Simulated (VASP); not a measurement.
# Be3Se2O in VASP: further runs, part 2 of 3

VASP 6.6.1.

### Step 3. Relaxation of cell and atoms, PBE

This run uses another cell than the first one, of 14.36 Å³/atom, 0.878 times its volume.

File INCAR:

```
SYSTEM = Be3Se2O
PREC = Normal
ENCUT = 520
EDIFF = 1E-4
ISMEAR = 0
SIGMA = 0.15
LREAL = .FALSE.
LASPH = .TRUE.
NELM = 60
ALGO = Fast
ISIF = 3
LWAVE = .FALSE.
LCHARG = .FALSE.
GGA = PE
IBRION = 2
NSW = 24
EDIFFG = -0.08
```

File KPOINTS:

```
Automatic mesh
0
G
  4 4 2
  0 0 0
```

File POSCAR:

```
Be3Se2O
1.0
    3.3928114000      0.0000000000      0.0000000000
    0.0000000000      3.3928114000      0.0000000000
    0.0000000000      0.0000000000      7.4848653600
Be Se O
3 2 1
Direct
    0.5000000000      0.0000000000      0.3837740100
    0.0000000000      0.5000000000      0.6162259900
    0.0000000000      0.0000000000      0.0000000000
    0.5000000000      0.0000000000      0.7391930200
    0.0000000000      0.5000000000      0.2608069800
    0.5000000000      0.5000000000      0.0000000000
```

Potentials or basis: VASP PAW PBE potentials, release 64 (Be, Se, O).

On the command line:

```
$ cat potpaw_PBE.64/Be/POTCAR potpaw_PBE.64/Se/POTCAR potpaw_PBE.64/O/POTCAR > POTCAR
$ mpirun -np 1 vasp_std > vasp.out
```

OUTCAR:

```text
SYSTEM = Be3Se2O
   PREC = Normal
   ENCUT = 520
   EDIFF = 1E-4
   ISMEAR = 0
   LREAL = .FALSE.
   LASPH = .TRUE.
   NELM = 60
   ISIF = 3
   GGA = PE
   IBRION = 2
   NSW = 24
   EDIFFG = -0.08

 ion  position               nearest neighbor table
   1  0.500  0.000  0.384-   5 2.57   5 2.57   5 2.57   5 2.57
   2  0.000  0.500  0.616-   4 2.57   4 2.57   4 2.57   4 2.57
   3  0.000  0.000  0.000-   4 2.59   5 2.59   5 2.59   4 2.59
   4  0.500  0.000  0.739-   2 2.57   2 2.57   2 2.57   2 2.57   3 2.59   3 2.59
   5  0.000  0.500  0.261-   1 2.57   1 2.57   1 2.57   1 2.57   3 2.59   3 2.59
   6  0.500  0.500  0.000-

  LATTYP: Found a simple tetragonal cell.
 ALAT       =     3.3928114000
 C/A-ratio  =     2.2060953226

  Lattice vectors:

 A1 = (   3.3928114000,   0.0000000000,   0.0000000000)
 A2 = (   0.0000000000,   3.3928114000,   0.0000000000)
 A3 = (   0.0000000000,   0.0000000000,   7.4848653600)

Analysis of symmetry for initial positions (statically):
=====================================================================
 Subroutine PRICEL returns:
 Original cell was already a primitive cell.

 Routine SETGRP: Setting up the symmetry group for a
 simple tetragonal supercell.

 Subroutine GETGRP returns: Found  8 space group operations
 (whereof  8 operations were pure point group operations)
 out of a pool of 16 trial point group operations.

The static configuration has the point symmetry D_2d.

Analysis of symmetry for dynamics (positions and initial velocities):
=====================================================================
 Subroutine PRICEL returns:
 Original cell was already a primitive cell.

 Routine SETGRP: Setting up the symmetry group for a
 simple tetragonal supercell.

 Subroutine GETGRP returns: Found  8 space group operations
 (whereof  8 operations were pure point group operations)
 out of a pool of 16 trial point group operations.

The dynamic configuration has the point symmetry D_2d.

 Subroutine INISYM returns: Found  8 space group operations
 (whereof  8 operations are pure point group operations),
[... 132 lines left out ...]

 number of electron      24.0000011 magnetization

 Free energy of the ion-electron system (eV)
  ---------------------------------------------------
  ext. energy  EPLUGINS =         0.00000000
  ---------------------------------------------------
  free energy    TOTEN  =       -21.64103649 eV

  energy without entropy =      -21.62526026  energy(sigma->0) =      -21.63314838

------------------------ aborting loop because EDIFF is reached ----------------------------------------

  FORCE on cell =-STRESS in cart. coord.  units (eV):
  Direction    XX          YY          ZZ          XY          YZ          ZX
  --------------------------------------------------------------------------------------
  -------------------------------------------------------------------------------------
  Total       -6.8741912     -6.8741912     -1.0608003      0.0000000     -0.0000000      0.0000000
  in kB     -127.8288137   -127.8288137    -19.7260791      0.0000000     -0.0000000      0.0000000
  external PRESSURE =     -91.7945689 kB  Pullay stress =       0.0000000 kB
[... 101 lines left out ...]
  FREE ENERGIE OF THE ION-ELECTRON SYSTEM (eV)
  ---------------------------------------------------
  free  energy   TOTEN  =       -23.0512790192 eV

  energy  without entropy=      -23.0420024704  energy(sigma->0) =      -23.04664074

 E-fermi :   6.8030     XC(G=0): -10.4639

 val. band max:        6.7649924029   @ k =   0.5000   0.0000   0.5000
 cond. band min:       6.8395590652   @ k =   0.5000   0.0000   0.5000
 fundamental gap:      0.0745666623
 Fermi energy:         6.8030328830

 k-point     1 :       0.0000    0.0000    0.0000
  band No.  band energies     occupation
      1     -11.5400      2.00000
      2     -10.5938      2.00000
      3      -9.3745      2.00000
      4      -1.3753      2.00000
      5       1.3116      2.00000
      6       3.3964      2.00000
[... 205 lines left out ...]
      3      -6.2274      2.00000
      4      -2.0096      2.00000
      5      -1.9433      2.00000
      6      -0.2587      2.00000
[... 8 lines left out ...]
     15       8.2582      0.00000
     16       8.3906      0.00000

[... ionic steps 4 to 13 ...]

--------------------------------------- Ionic step       14  -------------------------------------------

 number of electron      23.9999999 magnetization

------------------------ aborting loop because EDIFF is reached ----------------------------------------
[... 75 lines left out ...]
--------------------------------------- Ionic step       16  -------------------------------------------

 number of electron      24.0000002 magnetization

 Free energy of the ion-electron system (eV)
  ---------------------------------------------------
  ext. energy  EPLUGINS =         0.00000000
  ---------------------------------------------------
  free energy    TOTEN  =       -24.49382166 eV

  energy without entropy =      -24.47346836  energy(sigma->0) =      -24.48364501

 E-fermi :   5.0940     XC(G=0):  -9.5846

 val. band max:        4.8827840855   @ k =   0.0000   0.0000   0.0000
 cond. band min:       5.1133574506   @ k =   0.5000   0.0000   0.0000
 fundamental gap:      0.2305733651
 Fermi energy:         5.0939664405

 k-point     1 :       0.0000    0.0000    0.0000
  band No.  band energies     occupation
      1     -12.6803      2.00000
      2     -11.7392      2.00000
      3     -10.7293      2.00000
      4      -2.8716      2.00000
      5       0.1840      2.00000
      6       2.2403      2.00000
[... 250 lines left out ...]
  FREE ENERGIE OF THE ION-ELECTRON SYSTEM (eV)
  ---------------------------------------------------
  free  energy   TOTEN  =       -24.4938216619 eV

  energy  without entropy=      -24.4734683550  energy(sigma->0) =      -24.48364501

 reached required accuracy - stopping structural energy minimisation
```

It took 1.7 min on 1 thread of Intel Xeon Platinum 8259CL at 2.50GHz (Skylake/Cascade Lake), shared host; peak memory 0.16 GiB.

Results:

```yaml
Free_energy: -24.4938 eV
Energy_gained_by_relaxing: 475.5 meV/atom
Ionic_steps: 16
Pressure_after_relaxing: -0.1 GPa
Largest_force_after_relaxing: 0.071 eV/Å
Band_gap_on_the_k_mesh: none (metal or under the smearing width)
```

Forces in eV/Å, atoms in the order of the input:
```
Be   0.000  0.000 -0.009
Be   0.000  0.000  0.009
Be   0.000  0.000  0.000
Se   0.000  0.000 -0.071
Se   0.000  0.000  0.071
O    0.000  0.000  0.000
```

Step by step:
```tsv
step	energy change (eV)	largest force (eV/Å)	pressure (GPa)	volume (Å³)
1	0.0000	2.4424	-9.18	86.16
2	-1.1166	2.2778	-0.57	76.24
3	-1.4102	1.8010	7.86	70.62
4	-1.4154	1.5785	11.41	68.95
5	-2.0352	0.6557	12.10	70.62
6	-2.1409	1.0811	15.33	71.96
7	-2.6775	0.4820	-2.00	86.16
8	-2.6799	0.4888	-1.27	85.22
9	-2.7512	0.4931	-1.00	85.43
10	-2.7942	0.4649	-0.32	85.63
11	-2.7966	0.4489	-0.17	85.67
12	-2.8340	0.2743	0.16	85.57
13	-2.8483	0.1121	1.00	85.41
14	-2.8508	0.0385	0.73	85.45
15	-2.8514	0.0891	-0.65	86.75
16	-2.8528	0.0708	-0.13	86.16
```

Final structure:
```
Be Se O
1.0
     3.03701    0.00000    0.00000
     0.00000    3.03701    0.00000
     0.00000    0.00000    9.34122
Be Se O
3 2 1
Cartesian
  1.5185 0.0000 3.9341
  0.0000 1.5185 5.4072
  0.0000 0.0000 0.0000
  1.5185 0.0000 6.2088
  3.0370 1.5185 3.1324
  1.5185 1.5185 0.0000
```

Caveat: the k mesh is coarse (spacing up to 0.46 Å⁻¹), so the values aren't converged; this functional lacks dispersion, which binds the layers, so the pressure and a relaxed spacing across them are unreliable; the relaxation stopped at a loose force limit of 0.08 eV/Å, so its end isn't a converged minimum.

(Part 2 of 3 ends here.)
